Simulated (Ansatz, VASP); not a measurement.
# Two plane-wave programs on MgIn2N2

```
Mg In N
1.0
     1.67015    0.96426    7.77249
    -1.67015    0.96426    7.77249
     0.00000   -1.92852    7.77249
Mg In N
1 2 2
Direct
  0.00000 0.00000 0.00000
  0.43901 0.43901 0.43901
  0.56099 0.56099 0.56099
  0.27728 0.27728 0.27728
  0.72272 0.72272 0.72272
```

The cell comes from a database or a generator and needn't be the stable form of this composition.

Alike in both runs: task single point; functional LDA; k mesh 6 × 6 × 6; occupations gaussian, width 0.1 eV; no spin polarisation.

```csv
,VASP,Ansatz
version,VASP 6.6.1,Ansatz 0.2.0
potentials or method,"VASP PAW LDA potentials, release 64 (Mg, In_d, N)","scalar-relativistic, plane waves, PAW"
plane-wave cutoff (eV),520,420
valence electrons in the cell,38,46
```

```csv
,VASP,Ansatz,Ansatz less VASP
gap on the k mesh at the Fermi level (eV),0.12,0.11,-0.009
least direct gap on the mesh (eV),0.12,0.11,-0.009
pressure (GPa),-8.2,-8.0,+0.24
largest component of the traceless stress (GPa),0.13,0.18,+0.047
rms of the force components (eV/Å),0.151,0.160,+0.0084
```

Atom by atom the forces differ by 0.017 eV/Å (rms over components). The two sets of potentials don't hold the same shells in valence.

Caveats: spin-orbit coupling is left out, which moves the levels of the heavy elements. A k mesh can miss the band edges.
